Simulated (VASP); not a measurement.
Given:

```
CELL_PARAMETERS angstrom
      4.53585     0.00000     0.00000
      0.00000     4.53585     0.00000
      0.00000     0.00000     4.53585
ATOMIC_POSITIONS crystal
  Si 0.15852 0.34148 0.65852
  Si 0.65852 0.15852 0.34148
  Si 0.84148 0.84148 0.84148
  Si 0.34148 0.65852 0.15852
  Ru 0.86172 0.63828 0.36172
  Ru 0.36172 0.86172 0.63828
  Ru 0.13828 0.13828 0.13828
  Ru 0.63828 0.36172 0.86172
```

Level of theory: PBEsol GGA, VASP's PBE PAW potentials (set 64) (plane waves; VASP). Settings: 500 eV cut-off, 5×5×5 Γ-centred mesh, Gaussian smearing of 0.050 eV, potentials Si Ru_pv.

Energy and stress use the plane-wave basis of the starting cell.

**Question.** The ions, cell shape and volume at an external pressure of 45.0 GPa are relaxed. Predict the relaxed structure.

**Answer.** 
```
CELL_PARAMETERS angstrom
      4.48073     0.00000     0.00000
      0.00000     4.48073     0.00000
      0.00000     0.00000     4.48073
ATOMIC_POSITIONS crystal
  Si 0.15769 0.34231 0.65769
  Si 0.65769 0.15769 0.34231
  Si 0.84231 0.84231 0.84231
  Si 0.34231 0.65769 0.15769
  Ru 0.85989 0.64011 0.35989
  Ru 0.35989 0.85989 0.64011
  Ru 0.14011 0.14011 0.14011
  Ru 0.64011 0.35989 0.85989
```
Space group P2_13 (198), at a tolerance of 0.03 Å.

**Question.** How do energy and volume change from the first to the last step?

**Answer.** The energy (σ→0) changes by +98.3 meV/atom and the volume by -3.6 %, in 7 ionic steps.

The compound is RuSi in the B20 structure. This run relaxes it under an external pressure of 45 GPa. Symmetry was kept, so distortions that lower it aren't found.
